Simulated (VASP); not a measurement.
A convergence study with VASP on PbS (rock salt): one setting is varied, all else stays as given below, so the limit is that of these other settings.

```
CELL_PARAMETERS angstrom
      0.00000     2.97000     2.97000
      2.97000     0.00000     2.97000
      2.97000     2.97000     0.00000
ATOMIC_POSITIONS crystal
  Pb 0.00000 0.00000 0.00000
  S  0.50000 0.50000 0.50000
```

Method: PBE GGA, VASP's PBE PAW potentials (set 64) (plane waves; VASP). The tightest run used: 550 eV cut-off, 17×17×17 Γ-centred mesh, Gaussian smearing of 0.050 eV, potentials Pb_d S.

| setting | E (eV/atom) | pressure (GPa) | irreducible k-points |
|---|---|---|---|
| 1×1×1 mesh | -2.2361 | 21.50 | 1 |
| 2×2×2 mesh | -3.6953 | 9.97 | 3 |
| 3×3×3 mesh | -4.4361 | 0.88 | 4 |
| 4×4×4 mesh | -4.3725 | 2.01 | 8 |
| 5×5×5 mesh | -4.3856 | 1.72 | 10 |

Problem. These are the cheaper rows. Estimate the results at 17×17×17 mesh, and how far the last row shown lies from them.

Solution. 
| quantity | tightest run | last row shown is off by |
|---|---|---|
| E (eV/atom) | -4.3792 | -0.0064 |
| pressure (GPa) | 1.92 | -0.19 |

Left out are rungs that failed or repeat a setting and relaxations that didn't move; long series are thinned to 24 rows.

The compound is PbS in the rock salt structure. The cell was not relaxed at this level.
